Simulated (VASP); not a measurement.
Level of theory: PBE GGA, VASP's PBE PAW potentials (set 64) (plane waves; VASP).

Input for VASP

POSCAR:
```
AuSi63
1.0
 10.9370747000   0.0000000000   0.0000000000
  0.0000000000  10.9370747000   0.0000000000
  0.0000000000   0.0000000000  10.9370747000
Si Au
63 1
Cart
  5.4685373500   0.0000000000   0.0000000000
  6.8356716875   1.3671343375   1.3671343375
  8.2028060250   2.7342686750   0.0000000000
  9.5699403625   4.1014030125   1.3671343375
  8.2028060250   0.0000000000   2.7342686750
  9.5699403625   1.3671343375   4.1014030125
  0.0000000000   0.0000000000   0.0000000000
  1.3671343375   1.3671343375   1.3671343375
  2.7342686750   2.7342686750   0.0000000000
  4.1014030125   4.1014030125   1.3671343375
  5.4685373500   5.4685373500   0.0000000000
  6.8356716875   6.8356716875   1.3671343375
  8.2028060250   8.2028060250   0.0000000000
  9.5699403625   9.5699403625   1.3671343375
  2.7342686750   0.0000000000   2.7342686750
  4.1014030125   1.3671343375   4.1014030125
  5.4685373500   2.7342686750   2.7342686750
  6.8403636925   4.1484543079   4.1414108318
  8.2028060250   5.4685373500   2.7342686750
  9.5699403625   6.8356716875   4.1014030125
  5.4685373500   0.0000000000   5.4685373500
  6.8356716875   1.3671343375   6.8356716875
  8.2028060250   2.7342686750   5.4685373500
  9.5699403625   4.1014030125   6.8356716875
  8.2028060250   0.0000000000   8.2028060250
  9.5699403625   1.3671343375   9.5699403625
  0.0000000000   5.4685373500   0.0000000000
  1.3671343375   6.8356716875   1.3671343375
  2.7342686750   8.2028060250   0.0000000000
  4.1014030125   9.5699403625   1.3671343375
  0.0000000000   2.7342686750   2.7342686750
  1.3671343375   4.1014030125   4.1014030125
  2.7342686750   5.4685373500   2.7342686750
  4.1120557233   6.8548881277   4.1054606672
  5.4685373500   8.2028060250   2.7342686750
  6.8356716875   9.5699403625   4.1014030125
  0.0000000000   0.0000000000   5.4685373500
  1.3671343375   1.3671343375   6.8356716875
  2.7342686750   2.7342686750   5.4685373500
  4.1136197249   4.1485636786   6.8523507264
  6.8117085568   6.7944389159   6.8531819441
  8.2028060250   8.2028060250   5.4685373500
  9.5699403625   9.5699403625   6.8356716875
  2.7342686750   0.0000000000   8.2028060250
  4.1014030125   1.3671343375   9.5699403625
  5.4685373500   2.7342686750   8.2028060250
  6.8356716875   4.1014030125   9.5699403625
  8.2028060250   5.4685373500   8.2028060250
  9.5699403625   6.8356716875   9.5699403625
  0.0000000000   8.2028060250   2.7342686750
  1.3671343375   9.5699403625   4.1014030125
  0.0000000000   5.4685373500   5.4685373500
  1.3671343375   6.8356716875   6.8356716875
  2.7342686750   8.2028060250   5.4685373500
  4.1014030125   9.5699403625   6.8356716875
  0.0000000000   2.7342686750   8.2028060250
  1.3671343375   4.1014030125   9.5699403625
  2.7342686750   5.4685373500   8.2028060250
  4.1014030125   6.8356716875   9.5699403625
  5.4685373500   8.2028060250   8.2028060250
  6.8356716875   9.5699403625   9.5699403625
  0.0000000000   8.2028060250   8.2028060250
  1.3671343375   9.5699403625   9.5699403625
  5.4631891205   5.4407899915   5.5073749023
```

File KPOINTS:
```
Automatic
0
gamma
 1 1 1
```

INCAR:
```
! general
SYSTEM =AuSi63
PREC   =Normal
ENCUT  =400
LREAL  =Auto
LASPH  =.True.
ISYM   =0
NELECT =262.0

! electronic loop
EDIFF  =1E-5
NELM   =100
NELMIN =4
ALGO   =Fast
LMAXMIX=6

! smearing
ISMEAR =0
SIGMA  =0.05

! functional
GGA    =PE

! ions
IBRION =2
NSW    =60
ISIF   =2
EDIFFG =-0.03

! output
LWAVE  =.True.
LCHARG =.False.
```

POTCAR, in this order: Si Au (PBE.64 set). Program: vasp_gam.

What VASP printed:

OSZICAR:
```
...
   6 F= -.34355648E+03 E0= -.34352902E+03  d E =-.114106E-01
       N       E                     dE             d eps       ncg     rms          rms(c)
DAV:   1    -0.343561508579E+03   -0.50259E-02   -0.37778E-01   328   0.115E+00    0.396E-01
RMM:   2    -0.343561925462E+03   -0.41688E-03   -0.16736E-02   328   0.287E-01    0.145E-01
RMM:   3    -0.343562116704E+03   -0.19124E-03   -0.30020E-03   331   0.130E-01    0.785E-02
RMM:   4    -0.343562150796E+03   -0.34092E-04   -0.69975E-04   359   0.594E-02    0.566E-02
RMM:   5    -0.343562142464E+03    0.83321E-05   -0.13621E-04   324   0.275E-02    0.278E-02
RMM:   6    -0.343562145675E+03   -0.32117E-05   -0.45544E-05   269   0.147E-02
   7 F= -.34356215E+03 E0= -.34353823E+03  d E =-.170725E-01
       N       E                     dE             d eps       ncg     rms          rms(c)
DAV:   1    -0.343573367479E+03   -0.11225E-01   -0.23012E-01   360   0.894E-01    0.366E-01
RMM:   2    -0.343572893737E+03    0.47374E-03   -0.92020E-03   328   0.213E-01    0.133E-01
RMM:   3    -0.343572971165E+03   -0.77429E-04   -0.20538E-03   329   0.981E-02    0.545E-02
RMM:   4    -0.343573002090E+03   -0.30924E-04   -0.44486E-04   359   0.449E-02    0.396E-02
RMM:   5    -0.343572998759E+03    0.33301E-05   -0.85984E-05   317   0.212E-02
   8 F= -.34357300E+03 E0= -.34355338E+03  d E =-.108531E-01
       N       E                     dE             d eps       ncg     rms          rms(c)
DAV:   1    -0.343590837930E+03   -0.17836E-01   -0.20632E+00   328   0.268E+00    0.780E-01
RMM:   2    -0.343593521137E+03   -0.26832E-02   -0.76140E-02   328   0.632E-01    0.345E-01
RMM:   3    -0.343593854442E+03   -0.33330E-03   -0.16208E-02   329   0.293E-01    0.151E-01
RMM:   4    -0.343594173317E+03   -0.31888E-03   -0.38029E-03   358   0.135E-01    0.976E-02
RMM:   5    -0.343594173125E+03    0.19169E-06   -0.64138E-04   340   0.598E-02    0.432E-02
RMM:   6    -0.343594192351E+03   -0.19226E-04   -0.19269E-04   327   0.300E-02    0.124E-02
RMM:   7    -0.343594188108E+03    0.42438E-05   -0.42350E-05   255   0.137E-02
   9 F= -.34359419E+03 E0= -.34358782E+03  d E =-.320424E-01
       N       E                     dE             d eps       ncg     rms          rms(c)
DAV:   1    -0.343606583537E+03   -0.12391E-01   -0.20345E-01   360   0.850E-01    0.212E-01
RMM:   2    -0.343607059759E+03   -0.47622E-03   -0.73795E-03   328   0.196E-01    0.957E-02
RMM:   3    -0.343607137230E+03   -0.77472E-04   -0.13471E-03   332   0.891E-02    0.525E-02
RMM:   4    -0.343607153592E+03   -0.16362E-04   -0.30835E-04   338   0.417E-02    0.301E-02
RMM:   5    -0.343607156153E+03   -0.25611E-05   -0.58735E-05   297   0.192E-02
  10 F= -.34360716E+03 E0= -.34360396E+03  d E =-.129680E-01
       N       E                     dE             d eps       ncg     rms          rms(c)
DAV:   1    -0.343619800080E+03   -0.12646E-01   -0.10846E+00   336   0.196E+00    0.455E-01
RMM:   2    -0.343622852262E+03   -0.30522E-02   -0.39768E-02   328   0.453E-01    0.201E-01
RMM:   3    -0.343623434719E+03   -0.58246E-03   -0.76052E-03   336   0.208E-01    0.108E-01
RMM:   4    -0.343623523887E+03   -0.89168E-04   -0.14287E-03   343   0.944E-02    0.610E-02
RMM:   5    -0.343623538707E+03   -0.14820E-04   -0.28781E-04   338   0.431E-02    0.127E-02
RMM:   6    -0.343623546472E+03   -0.77655E-05   -0.85329E-05   302   0.216E-02
  11 F= -.34362355E+03 E0= -.34362319E+03  d E =-.293584E-01
       N       E                     dE             d eps       ncg     rms          rms(c)
DAV:   1    -0.343638576349E+03   -0.15038E-01   -0.22287E-01   336   0.892E-01    0.214E-01
RMM:   2    -0.343639415685E+03   -0.83934E-03   -0.95695E-03   328   0.221E-01    0.922E-02
RMM:   3    -0.343639549108E+03   -0.13342E-03   -0.17281E-03   336   0.101E-01    0.464E-02
RMM:   4    -0.343639567967E+03   -0.18860E-04   -0.31406E-04   340   0.453E-02    0.234E-02
RMM:   5    -0.343639572131E+03   -0.41636E-05   -0.62883E-05   293   0.199E-02
  12 F= -.34363957E+03 E0= -.34363929E+03  d E =-.160257E-01
       N       E                     dE             d eps       ncg     rms          rms(c)
DAV:   1    -0.343649724780E+03   -0.10157E-01   -0.76441E-01   344   0.165E+00    0.396E-01
RMM:   2    -0.343652612562E+03   -0.28878E-02   -0.32881E-02   328   0.411E-01    0.171E-01
RMM:   3    -0.343653076710E+03   -0.46415E-03   -0.59725E-03   335   0.188E-01    0.861E-02
RMM:   4    -0.343653142994E+03   -0.66284E-04   -0.10876E-03   341   0.842E-02    0.431E-02
RMM:   5    -0.343653158143E+03   -0.15149E-04   -0.22047E-04   351   0.369E-02    0.112E-02
RMM:   6    -0.343653162345E+03   -0.42027E-05   -0.47567E-05   249   0.162E-02
  13 F= -.34365316E+03 E0= -.34365299E+03  d E =-.296159E-01
       N       E                     dE             d eps       ncg     rms          rms(c)
DAV:   1    -0.343662100059E+03   -0.89419E-02   -0.22816E-01   360   0.912E-01    0.207E-01
RMM:   2    -0.343662901551E+03   -0.80149E-03   -0.91210E-03   328   0.218E-01    0.934E-02
RMM:   3    -0.343663027106E+03   -0.12556E-03   -0.16581E-03   334   0.100E-01    0.462E-02
RMM:   4    -0.343663048389E+03   -0.21283E-04   -0.33743E-04   348   0.457E-02    0.244E-02
RMM:   5    -0.343663052056E+03   -0.36675E-05   -0.58337E-05   294   0.196E-02
  14 F= -.34366305E+03 E0= -.34366298E+03  d E =-.988971E-02
       N       E                     dE             d eps       ncg     rms          rms(c)
DAV:   1    -0.343665620841E+03   -0.25725E-02   -0.31070E-01   336   0.107E+00    0.242E-01
RMM:   2    -0.343666721963E+03   -0.11011E-02   -0.12498E-02   328   0.255E-01    0.109E-01
RMM:   3    -0.343666897310E+03   -0.17535E-03   -0.22861E-03   334   0.118E-01    0.544E-02
RMM:   4    -0.343666927131E+03   -0.29822E-04   -0.46517E-04   348   0.537E-02    0.286E-02
RMM:   5    -0.343666932531E+03   -0.53996E-05   -0.83719E-05   320   0.232E-02
  15 F= -.34366693E+03 E0= -.34366691E+03  d E =-.137702E-01
       N       E                     dE             d eps       ncg     rms          rms(c)
DAV:   1    -0.343671600193E+03   -0.46731E-02   -0.20975E-01   352   0.884E-01    0.189E-01
RMM:   2    -0.343672238524E+03   -0.63833E-03   -0.74637E-03   328   0.200E-01    0.915E-02
RMM:   3    -0.343672349677E+03   -0.11115E-03   -0.14656E-03   336   0.931E-02    0.451E-02
RMM:   4    -0.343672372304E+03   -0.22627E-04   -0.31172E-04   345   0.431E-02    0.223E-02
RMM:   5    -0.343672376069E+03   -0.37649E-05   -0.51148E-05   275   0.182E-02
  16 F= -.34367238E+03 E0= -.34367237E+03  d E =-.544354E-02
       N       E                     dE             d eps       ncg     rms          rms(c)
DAV:   1    -0.343673260922E+03   -0.88862E-03   -0.11747E-01   344   0.661E-01    0.141E-01
RMM:   2    -0.343673621434E+03   -0.36051E-03   -0.41972E-03   328   0.150E-01    0.682E-02
RMM:   3    -0.343673684953E+03   -0.63519E-04   -0.83085E-04   337   0.701E-02    0.340E-02
RMM:   4    -0.343673697498E+03   -0.12545E-04   -0.17433E-04   346   0.324E-02    0.167E-02
RMM:   5    -0.343673699482E+03   -0.19837E-05   -0.27034E-05   215   0.136E-02
  17 F= -.34367370E+03 E0= -.34367369E+03  d E =-.676695E-02
       N       E                     dE             d eps       ncg     rms          rms(c)
DAV:   1    -0.343675722688E+03   -0.20252E-02   -0.71683E-02   336   0.512E-01    0.133E-01
RMM:   2    -0.343675993026E+03   -0.27034E-03   -0.31951E-03   328   0.128E-01    0.551E-02
RMM:   3    -0.343676031223E+03   -0.38197E-04   -0.55014E-04   332   0.586E-02    0.262E-02
RMM:   4    -0.343676039498E+03   -0.82747E-05   -0.11714E-04   337   0.266E-02    0.135E-02
RMM:   5    -0.343676040659E+03   -0.11615E-05   -0.19106E-05   199   0.114E-02
  18 F= -.34367604E+03 E0= -.34367603E+03  d E =-.234118E-02
```

File OUTCAR:
```
------------------------ aborting loop because EDIFF is reached ----------------------------------------
  FORCE on cell =-STRESS in cart. coord.  units (eV):
  Direction    XX          YY          ZZ          XY          YZ          ZX
  --------------------------------------------------------------------------------------
  Total       -7.3770261     -7.4531041      5.1806627      0.0331138     -0.0477890     -0.1185647
  in kB       -9.0341722     -9.1273402      6.3444264      0.0405524     -0.0585241     -0.1451986
  external PRESSURE =      -3.9390287 kB  Pullay stress =       0.0000000 kB
  volume of cell :     1308.29
      direct lattice vectors                 reciprocal lattice vectors
    10.937074700  0.000000000  0.000000000     0.091432127  0.000000000  0.000000000
     0.000000000 10.937074700  0.000000000     0.000000000  0.091432127  0.000000000
     0.000000000  0.000000000 10.937074700     0.000000000  0.000000000  0.091432127
 POSITION                                       TOTAL-FORCE (eV/Angst)
 -----------------------------------------------------------------------------------
      5.46788     10.93707      0.00291         0.001341     -0.002245     -0.000004
      6.85634      1.33376      1.36964         0.005039      0.002815     -0.002204
      8.22753      2.70460      0.01291         0.011824     -0.000694      0.007779
      9.60286      4.07705      1.36490         0.005571      0.009370      0.001531
      8.19680     10.92240      2.76582         0.013984     -0.012336     -0.010381
      9.54548      1.38494      4.11121         0.015994      0.009559     -0.014131
      0.00099      0.00097      0.00359         0.003291     -0.001428      0.004780
      1.36274      1.35676      1.39141        -0.006492      0.014614     -0.011871
      2.71041      2.70574     10.92523        -0.012251     -0.003432     -0.000210
      4.08707      4.08394      1.32605        -0.020240      0.004847     -0.011180
      5.47012      5.46990      0.00265        -0.000785     -0.000180      0.004333
      6.85261      6.85540      1.32586         0.014997      0.004000     -0.013524
      8.22605      8.23415     10.92329         0.012594      0.001683      0.001095
      9.57640      9.58161      1.38909         0.004634     -0.012007     -0.006955
      2.74132      0.01580      2.76898        -0.016139      0.010618     -0.016670
      4.12317      1.39437      4.11624        -0.015214     -0.011839      0.002577
      5.45847      2.71730      2.67818        -0.000673     -0.009603     -0.005514
      6.81731      4.13341      3.94634         0.007494     -0.016445     -0.018542
      8.23045      5.48740      2.67173        -0.002374     -0.008025     -0.008027
      9.55591      6.82256      4.10799        -0.010000     -0.010023      0.018335
      5.47019      0.00135      5.47264        -0.006070      0.002500     -0.004358
      6.81678      1.39561      6.82655         0.012958     -0.002824     -0.001639
      8.14020      2.80416      5.45986         0.004359     -0.022910     -0.007484
      9.55504      4.11452      6.83060        -0.007409      0.012570     -0.006054
      8.19495      0.01486      8.17311         0.020641      0.005179      0.013974
      9.57519      1.35290      9.55124         0.014497      0.019618      0.008338
     10.93693      5.47105      0.00251        -0.003651      0.001985     -0.003674
      1.33654      6.86200      1.36716        -0.010869     -0.012593     -0.003024
      2.71035      8.23398      0.01450        -0.015621      0.000955      0.004119
      4.08088      9.60460      1.37167        -0.003553      0.000853     -0.005986
      0.00849      2.72957      2.76094         0.012930      0.009394      0.003823
      1.38302      4.11505      4.11022         0.009726      0.015213      0.004185
      2.70990      5.45173      2.67462        -0.002471     -0.009016     -0.009603
      4.12203      6.80766      3.94923        -0.007175      0.009291     -0.016227
      5.47995      8.22082      2.67813        -0.003728      0.006546     -0.006981
      6.81469      9.54548      4.11402         0.018320      0.009618     -0.002116
     10.93676      0.00195      5.47365         0.001404     -0.001626     -0.004778
      1.39218      1.38720      6.83276        -0.015669      0.000798      0.005952
      2.79783      2.80351      5.48146        -0.004697     -0.017939     -0.004425
      4.12087      4.13264      6.99434        -0.008764     -0.013070      0.016463
      6.81421      6.80641      6.98822         0.005458      0.012256      0.023422
      8.13881      8.13471      5.47703         0.011272      0.017098     -0.002519
      9.54353      9.55147      6.82882         0.014314     -0.000582      0.017690
      2.74027     10.92158      8.17504        -0.017111     -0.005636      0.009799
      4.08197      1.33285      9.56997        -0.008530      0.008999      0.008137
      5.47957      2.71777      8.26322        -0.006132     -0.015437      0.001890
      6.85069      4.08382      9.61426         0.015899      0.005829      0.021814
      8.22517      5.44936      8.26339         0.006173      0.006639      0.011890
      9.59893      6.85929      9.57187         0.010713     -0.011594      0.005273
     10.92956      8.20951      2.76117        -0.013054     -0.009544     -0.001876
      1.39073      9.55400      4.11296        -0.012451     -0.004335     -0.014711
      0.00118      5.47001      5.47182         0.001335      0.000329     -0.005278
      1.38311      6.82438      6.83249         0.008537     -0.008740     -0.011252
      2.79734      8.13611      5.46122        -0.008435      0.017201     -0.007224
      4.12093      9.54526      6.82578        -0.012373      0.006661      0.001706
     10.92694      2.72956      8.18225        -0.006568      0.008825     -0.004591
      1.33446      4.07924      9.57443        -0.009157      0.002192      0.003632
      2.70837      5.48787      8.26813        -0.003500     -0.005611      0.004373
      4.08584      6.85414      9.61590        -0.011764     -0.007058      0.015580
      5.45507      8.21910      8.26055         0.006173      0.005458      0.004652
      6.85253      9.60380      9.56746         0.008894      0.000850      0.014343
      0.00651      8.20793      8.17997         0.010026     -0.006221     -0.003760
      1.35948      9.58148      9.55100        -0.006433     -0.006161      0.008191
      5.46676      5.46439      5.46914        -0.001038      0.004790     -0.002901
 -----------------------------------------------------------------------------------
    total drift:                                0.013309      0.007640      0.072422
  FREE ENERGIE OF THE ION-ELECTRON SYSTEM (eV)
  ---------------------------------------------------
  free  energy   TOTEN  =      -343.6760406593 eV

  energy  without entropy=     -343.6760287947  energy(sigma->0) =     -343.67603473

 reached required accuracy - stopping structural energy minimisation
```
(Selected blocks of OUTCAR.)

### CONTCAR
```
AuSi63
   1.00000000000000
    10.9370747000000001    0.0000000000000000    0.0000000000000000
     0.0000000000000000   10.9370747000000001    0.0000000000000000
     0.0000000000000000    0.0000000000000000   10.9370747000000001
  Si              Au
    63     1
Direct
     0.4999400630195243    0.9999997817648515    0.0002659670992545
     0.6268901500467072    0.1219484853663437    0.1252289924675994
     0.7522608257859404    0.2472873003651673    0.0011799354371205
     0.8780094985189717    0.3727736283100055    0.1247958588796948
     0.7494506693705432    0.9986579110392431    0.2528850571400866
     0.8727639762224606    0.1266280193486986    0.3758964060306511
     0.0000908816498493    0.0000884887252101    0.0003278541360916
     0.1245980939424192    0.1240511914382177    0.1272195579892050
     0.2478189477068498    0.2473915802245310    0.9989169653971660
     0.3736898011052756    0.3734036827035038    0.1212433786849529
     0.5001451097841498    0.5001244821809218    0.0002425468329194
     0.6265486074881833    0.6268038106435321    0.1212262932070537
     0.7521254983701706    0.7528660850225571    0.9987399852707867
     0.8755907001968303    0.8760665543015667    0.1270078792000573
     0.2506443077662772    0.0014443296782478    0.2531735521173665
     0.3769905442925898    0.1274902614541043    0.3763564912440916
     0.4990795104656816    0.2484488628502236    0.2448719257432997
     0.6233212633119910    0.3779265588289737    0.3608222442184320
     0.7525271840018313    0.5017245650950930    0.2442821176775105
     0.8737167726787896    0.6238014925161447    0.3756018466905315
     0.5001513235805177    0.0001231277922272    0.5003750502594466
     0.6232724899333907    0.1276032647387076    0.6241661984674013
     0.7442757283193466    0.2563900162625610    0.4992062183462015
     0.8736372689010488    0.3761989335383747    0.6245363006878528
     0.7492820808441731    0.0013590103302727    0.7472852586687225
     0.8754798668509323    0.1236983005671447    0.8732902086029259
     0.9999869292442464    0.5002296003429225    0.0002294749396914
     0.1222028174960898    0.6274072461617339    0.1250026725862823
     0.2478128237062203    0.7528500447296315    0.0013260065042800
     0.3731232604110912    0.8781686095799385    0.1254143134209713
     0.0007759073841299    0.2495701239601763    0.2524387236125563
     0.1264522484159278    0.3762475687819861    0.3758058774589110
     0.2477720561195914    0.4984631404357440    0.2445464236488744
     0.3768862272439323    0.6224386331428974    0.3610864760134575
     0.5010438741048800    0.7516466175914313    0.2448670899220471
     0.6230811663621955    0.8727632797362057    0.3761538941355689
     0.9999716510285139    0.0001781804262251    0.5004677272848026
     0.1272899858856204    0.1268348050333856    0.6247337911747919
     0.2558114568593597    0.2563305389067407    0.5011814685439737
     0.3767796542851826    0.3778557161294683    0.6395076253663154
     0.6230375729547247    0.6223242640612018    0.6389476301121901
     0.7441486032673319    0.7437737250214986    0.5007769397315890
     0.8725852521710297    0.8733109224868578    0.6243739298240211
     0.2505487584505607    0.9985833207336096    0.7474614637292419
     0.3732235087115707    0.1218654492998015    0.8750026265461711
     0.5010091691875032    0.2484917099707321    0.7555237929802937
     0.6263731330752108    0.3733923840659306    0.8790523631935409
     0.7520451976603032    0.4982467835911717    0.7555397535237746
     0.8776501795879093    0.6271596163022153    0.8751768213325025
     0.9993125884074643    0.7506131731154659    0.2524593182731851
     0.1271572989797264    0.8735426584052358    0.3760566461591045
     0.0001074690620963    0.5001349197728305    0.5003002182922143
     0.1264606570300213    0.6239672223416830    0.6247091556433729
     0.2557669928204863    0.7439017299271600    0.4993306014266679
     0.3767852676674706    0.8727434915689902    0.6240955058343405
     0.9990738055531160    0.2495693561539704    0.7481205569190875
     0.1220125266229572    0.3729735832720051    0.8754102749002991
     0.2476322952082766    0.5017674588118718    0.7559722717047290
     0.3735768174405282    0.6266885451169057    0.8792025297733094
     0.4987683187583176    0.7514896229130366    0.7552793837280513
     0.6265409471227981    0.8780957121936873    0.8747729393277368
     0.0005952584992448    0.7504686490357102    0.7479120330907718
     0.1243000719135994    0.8760553596394921    0.8732680754998255
     0.4998370871463182    0.4996205121540241    0.5000555133450388
```

The cell is charged, with a uniform compensating background. The supercell is sampled at Γ alone, which is coarse: total energies, pressure and levels can be off, energies of defects by several tenths of an eV.

The cell is a supercell with a defect, built from Si (diamond): Au_Si, charge +1. The run is not spin-polarised, so no state with unpaired spins was tried.
